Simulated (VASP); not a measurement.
Output of a VASP run:

File OUTCAR:
```
 ion  position               nearest neighbor table
   1  0.000  0.000  0.000-
  LATTYP: Found a face centered cubic cell.
 ALAT       =     3.6068568950
 Subroutine PRICEL returns:
 Original cell was already a primitive cell.
 Subroutine GETGRP returns: Found 48 space group operations
The static configuration has the point symmetry O_h .
The dynamic configuration has the point symmetry O_h .
The overall configuration has the point symmetry O_h .
 Subroutine INISYM returns: Found 48 space group operations
 Subroutine IBZKPT returns following result:
 Found    165 irreducible k-points:

 Following reciprocal coordinates:
            Coordinates               Weight
  0.000000  0.000000  0.000000      1.000000
  0.058824  0.000000  0.000000      8.000000
  0.117647  0.000000  0.000000      8.000000
  0.176471  0.000000  0.000000      8.000000
  0.235294  0.000000  0.000000      8.000000
  0.294118  0.000000  0.000000      8.000000
  0.352941  0.000000  0.000000      8.000000
  0.411765  0.000000  0.000000      8.000000
  0.470588  0.000000  0.000000      8.000000
  0.058824  0.058824  0.000000      6.000000
  0.117647  0.058824  0.000000     24.000000
  0.176471  0.058824  0.000000     24.000000
  0.235294  0.058824  0.000000     24.000000
  0.294118  0.058824  0.000000     24.000000
  0.352941  0.058824  0.000000     24.000000
  0.411765  0.058824  0.000000     24.000000
  0.470588  0.058824  0.000000     24.000000
 -0.470588  0.058824  0.000000     24.000000
 -0.411765  0.058824  0.000000     24.000000
 -0.352941  0.058824  0.000000     24.000000
 -0.294118  0.058824  0.000000     24.000000
 -0.235294  0.058824  0.000000     24.000000
 -0.176471  0.058824  0.000000     24.000000
 -0.117647  0.058824  0.000000     24.000000
 -0.058824  0.058824  0.000000     12.000000
  0.117647  0.117647  0.000000      6.000000
  0.176471  0.117647  0.000000     24.000000
  0.235294  0.117647  0.000000     24.000000
  0.294118  0.117647  0.000000     24.000000
  0.352941  0.117647  0.000000     24.000000
  0.411765  0.117647  0.000000     24.000000
  0.470588  0.117647  0.000000     24.000000
 -0.470588  0.117647  0.000000     24.000000
 -0.411765  0.117647  0.000000     24.000000
 -0.352941  0.117647  0.000000     24.000000
 -0.294118  0.117647  0.000000     24.000000
 -0.235294  0.117647  0.000000     24.000000
 -0.176471  0.117647  0.000000     24.000000
 -0.117647  0.117647  0.000000     12.000000
  0.176471  0.176471  0.000000      6.000000
   k-points           NKPTS =    165   k-points in BZ     NKDIM =    165   number of bands    NBANDS=      9
   number of dos      NEDOS =    301   number of ions     NIONS =      1
   total plane-waves  NPLWV =   8000
   dimension x,y,z NGX =    20 NGY =   20 NGZ =   20
   dimension x,y,z NGXF=    40 NGYF=   40 NGZF=   40
   ions per type =               1
   PREC   = accura    normal or accurate (medium, high low for compatibility)
   ISTART =      0    job   : 0-new  1-cont  2-samecut
   ICHARG =      2    charge: 1-file 2-atom 10-const
   ISPIN  =      2    spin polarized calculation?
   LNONCOLLINEAR =      F non collinear calculations
   LSORBIT =      F    spin-orbit coupling
   INIWAV =      1    electr: 0-lowe 1-rand  2-diag
   ENCUT  =  520.0 eV  38.22 Ry    6.18 a.u.   4.74  4.74  4.74*2*pi/ulx,y,z
   NELM   =    100;   NELMIN=  2; NELMDL= -5     # of ELM steps
   EDIFF  = 0.1E-06   stopping-criterion for ELM
   LREAL  =      F    real-space projection
   NLSPLINE    = F    spline interpolate recip. space projectors
   LMAXMIX     =    4 max onsite mixed and CHGCAR
   VOSKOWN=      0    Vosko Wilk Nusair interpolation
   EDIFFG = 0.1E-05   stopping-criterion for IOM
   NSW    =      0    number of steps for IOM
   NBLOCK =      1;   KBLOCK =      1    inner block; outer block
   IBRION =     -1    ionic relax: 0-MD 1-quasi-New 2-CG
...
```

### OSZICAR
```
       N       E                     dE             d eps       ncg     rms          rms(c)
DAV:   1     0.269738146620E+02    0.26974E+02   -0.48385E+03  6052   0.141E+03
DAV:   2    -0.242500449658E+01   -0.29399E+02   -0.28483E+02  5970   0.165E+02
DAV:   3    -0.289316047435E+01   -0.46816E+00   -0.46705E+00  6904   0.280E+01
DAV:   4    -0.289812637803E+01   -0.49659E-02   -0.49652E-02  7052   0.251E+00
DAV:   5    -0.289826348628E+01   -0.13711E-03   -0.13711E-03  6860   0.346E-01    0.846E+00
DAV:   6    -0.247093613284E+01    0.42733E+00   -0.14960E+01  6242   0.618E+01    0.586E+00
DAV:   7    -0.212843907308E+01    0.34250E+00   -0.28889E+00  6265   0.256E+01    0.158E+00
DAV:   8    -0.211771719918E+01    0.10722E-01   -0.15000E-02  7535   0.147E+00    0.803E-01
DAV:   9    -0.211542739700E+01    0.22898E-02   -0.21762E-03  7587   0.537E-01    0.228E-01
DAV:  10    -0.211504764581E+01    0.37975E-03   -0.78018E-04  6571   0.310E-01    0.344E-02
DAV:  11    -0.211507321641E+01   -0.25571E-04   -0.44435E-05  7045   0.793E-02    0.373E-02
DAV:  12    -0.211507471313E+01   -0.14967E-05   -0.29106E-06  6376   0.238E-02    0.111E-02
DAV:  13    -0.211507468460E+01    0.28530E-07   -0.19322E-06  6299   0.157E-02    0.465E-03
DAV:  14    -0.211507467618E+01    0.84187E-08   -0.90603E-08  3760   0.436E-03
   1 F= -.21150747E+01 E0= -.21150533E+01  d E =-.641012E-04  mag=     0.6451
```

OUTCAR:
```
------------------------ aborting loop because EDIFF is reached ----------------------------------------
  FORCE on cell =-STRESS in cart. coord.  units (eV):
  Direction    XX          YY          ZZ          XY          YZ          ZX
  --------------------------------------------------------------------------------------
  Total        0.0329755      0.0329755      0.0329755      0.0000000     -0.0000000      0.0000000
  in kB        4.5037610      4.5037610      4.5037610      0.0000000     -0.0000000      0.0000000
  external PRESSURE =       4.5037610 kB  Pullay stress =       0.0000000 kB
  volume of cell :       11.73
      direct lattice vectors                 reciprocal lattice vectors
     0.000000000  1.803428447  1.803428447    -0.277249702  0.277249702  0.277249702
     1.803428447  0.000000000  1.803428447     0.277249702 -0.277249702  0.277249702
     1.803428447  1.803428447  0.000000000     0.277249702  0.277249702 -0.277249702
 POSITION                                       TOTAL-FORCE (eV/Angst)
 -----------------------------------------------------------------------------------
      0.00000      0.00000      0.00000         0.000000      0.000000      0.000000
 -----------------------------------------------------------------------------------
    total drift:                               -0.000000     -0.000000     -0.000000
  FREE ENERGIE OF THE ION-ELECTRON SYSTEM (eV)
  ---------------------------------------------------
  free  energy   TOTEN  =        -2.1150746762 eV

  energy  without entropy=       -2.1150105749  energy(sigma->0) =       -2.11505331

 total charge

# of ion       s       p       d       tot
------------------------------------------
    1        0.472   0.418   8.350   9.241

 magnetization (x)

# of ion       s       p       d       tot
------------------------------------------
    1       -0.005  -0.022   0.690   0.664
```
(Selected blocks of OUTCAR.)

File POSCAR:
```
Ni
1
    0.0000000000     1.8034284475     1.8034284475
    1.8034284475     0.0000000000     1.8034284475
    1.8034284475     1.8034284475     0.0000000000
Ni
1
Direct
  0.0000000000   0.0000000000   0.0000000000
```

Q: Write an INCAR and KPOINTS that could have produced this output.

A: One answer among several that fit: the input of the run itself, vdW-DF2, plane waves, VASP's PBE PAW potentials (set 64).

### INCAR
```
SYSTEM = Ni
PREC = Accurate; ENCUT = 520; LREAL = .FALSE.
LASPH = .TRUE.
EDIFF = 1E-7; NELM = 100; ALGO = Normal
LMAXMIX = 4
ISMEAR = 1; SIGMA = 0.1
GGA = ML; LUSE_VDW = .TRUE.; AGGAC = 0.0
ZAB_VDW = -1.8867
ISPIN = 2; MAGMOM = 0.6
ISIF = 2
LWAVE = .FALSE.; LCHARG = .FALSE.; LORBIT = 10
```

File KPOINTS:
```
Automatic mesh
0
gamma
  17 17 17
```

POTCAR, in this order: Ni (PBE.64 set). Program: vasp_std.

The compound is Ni in the fcc structure. It was relaxed first, which changed the volume by +8 %.
